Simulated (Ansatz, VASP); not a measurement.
**One calculation of KAlH5, two programs**

File INCAR:

```
PREC = Accurate ; ENCUT = 600
EDIFF = 1E-6 ; ISMEAR = 0
SIGMA = 0.1 ; LREAL = False
LASPH = True ; NELM = 100
ALGO = Normal ; ISIF = 3
LWAVE = False ; LCHARG = False
GGA = PE ; IBRION = 2
NSW = 100 ; EDIFFG = -0.01
```

File KPOINTS:

```
Automatic mesh
0
Gamma
  12 12 6
```

File POSCAR:

```
KAlH5
1.0
    3.2913869066      0.0000000000      0.0000000000
    0.0000000000      3.2913869066      0.0000000000
    0.0000000000      0.0000000000      5.9568075600
K Al H
1 1 5
Direct
    0.0000000000      0.0000000000      0.5000000000
    0.5000000000      0.5000000000      0.0000000000
    0.0000000000      0.5000000000      0.1739229841
    0.0000000000      0.5000000000      0.8260770159
    0.5000000000      0.0000000000      0.1739229841
    0.5000000000      0.0000000000      0.8260770159
    0.0000000000      0.0000000000      0.0000000000
```

Input for Ansatz:

```yaml
crystal:
  lattice:
    - [3.2913869066, 0.0, 0.0]
    - [0.0, 3.2913869066, 0.0]
    - [0.0, 0.0, 5.95680756]
  atoms:
    - { symbol: K, position: [0.0, 0.0, 0.5] }
    - { symbol: Al, position: [0.5, 0.5, 0.0] }
    - { symbol: H, position: [0.0, 0.5, 0.1739229841] }
    - { symbol: H, position: [0.0, 0.5, 0.8260770159] }
    - { symbol: H, position: [0.5, 0.0, 0.1739229841] }
    - { symbol: H, position: [0.5, 0.0, 0.8260770159] }
    - { symbol: H, position: [0.0, 0.0, 0.0] }
basis:
  ecutwfc: 420
kpoints:
  mp_grid: { grid: [12, 12, 6] }
hamiltonian:
  xc: pbe
scf:
  occupations: { method: gaussian, width: 0.1 }
output:
  forces: true
  stress: true
  eigenvalues: true
relax:
  adjacent_minimum: "off"
  f_tol: 0.01
  max_steps: 80
  cell: { stress_tol: 0.05 }
```

Change from the starting cell: species swapped into the AlAsPt5 type (P4/mmm, No. 123).

Alike in both runs: task relaxation of cell and atoms; functional PBE; k mesh 12 × 12 × 6; occupations gaussian, width 0.1 eV; no spin polarisation.

|  | VASP | Ansatz |
| --- | --- | --- |
| version | VASP 6.6.1 | Ansatz 0.2.0 |
| potentials or method | VASP PAW PBE potentials, release 64 (K_sv, Al, H) | scalar-relativistic, plane waves, PAW |
| plane-wave cutoff (eV) | 600 | 420 |
| valence electrons in the cell | 17 | 17 |

Ansatz gave:

| Property | Result |
| --- | --- |
| gap on the k mesh at the Fermi level, each at its own relaxed structure (eV) | none |
| relaxed volume (Å³/atom) | 9.03 |
| relaxed cell length with the largest relative difference (Å) | 5.996 |
| energy change over the relaxation (meV/atom) | -2 |

Q: Which values does VASP return?

A: gap on the k mesh at the Fermi level, each at its own relaxed structure (eV): none; relaxed volume (Å³/atom): 9.06; relaxed cell length with the largest relative difference (Å): 6.008; energy change over the relaxation (meV/atom): -2.

A gap of «none» marks a metal or a gap that the smearing closes.
